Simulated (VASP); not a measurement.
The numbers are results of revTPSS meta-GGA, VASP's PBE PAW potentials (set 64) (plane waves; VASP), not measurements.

The input files of a VASP run:

### KPOINTS_OPT
```
k-points along high-symmetry lines
6
Line-mode
Reciprocal
  0.000000   0.000000   0.000000 ! GAMMA
  0.500000   0.000000   0.000000 ! M

  0.500000   0.000000   0.000000 ! M
  0.333333   0.333333   0.000000 ! K

  0.333333   0.333333   0.000000 ! K
  0.000000   0.000000   0.000000 ! GAMMA

  0.000000   0.000000   0.000000 ! GAMMA
  0.000000   0.000000   0.500000 ! A

  0.000000   0.000000   0.500000 ! A
  0.500000   0.000000   0.500000 ! L

  0.500000   0.000000   0.500000 ! L
  0.333333   0.333333   0.500000 ! H

  0.333333   0.333333   0.500000 ! H
  0.000000   0.000000   0.500000 ! A

  0.500000   0.000000   0.500000 ! L
  0.500000   0.000000   0.000000 ! M

  0.333333   0.333333   0.500000 ! H
  0.333333   0.333333   0.000000 ! K
```

File POSCAR:
```
Te
1
    2.2125534707    -3.8322547323    -0.0000000000
    2.2125534707     3.8322547323    -0.0000000000
    0.0000000000     0.0000000000     6.0216890644
Te
3
Direct
  0.0000000000   0.2655574987   0.6666670000
  0.7344425013   0.7344425013   0.0000000000
  0.2655574987   0.0000000000   0.3333330000
```

**INCAR**
```
! general
SYSTEM   =  Te
PREC     =  Accurate
ENCUT    =  520   ! plane-wave cut-off (eV)
LREAL    =  F
LASPH    =  T   ! aspherical one-centre terms

! electronic loop
EDIFF    =  1E-7   ! SCF stop (eV)
NELM     =  100   ! most electronic steps
ALGO     =  Normal   ! blocked Davidson
LMAXMIX  =  4
LMIXTAU  =  T

! smearing
ISMEAR   =  -5   ! tetrahedra, Bloechl

! functional
METAGGA  =  RTPSS

! ions
ISIF     =  2

! output
LWAVE    =  F
LCHARG   =  F
LORBIT   =  11   ! lm-projected
NEDOS    =  601   ! DOS grid

! other
LEFG     =  T
```

### KPOINTS
```
Automatic mesh
0
Gamma
7 7 4
```

POTCAR, in this order: Te (PBE.64 set). Program: vasp_std.

**Question.** What will the output report for the number of irreducible k-points (NKPTS), largest plane-wave count, number of space-group operations, FFT grid (NGX, NGY, NGZ)?

**Answer.** 
```
Item                                           Value
--------------------------------------  ------------
number of irreducible k-points (NKPTS)            28
largest plane-wave count                        2760
number of space-group operations                   6
FFT grid (NGX, NGY, NGZ)                36 × 36 × 48
```

The compound is Te in the trig structure. It was relaxed first.
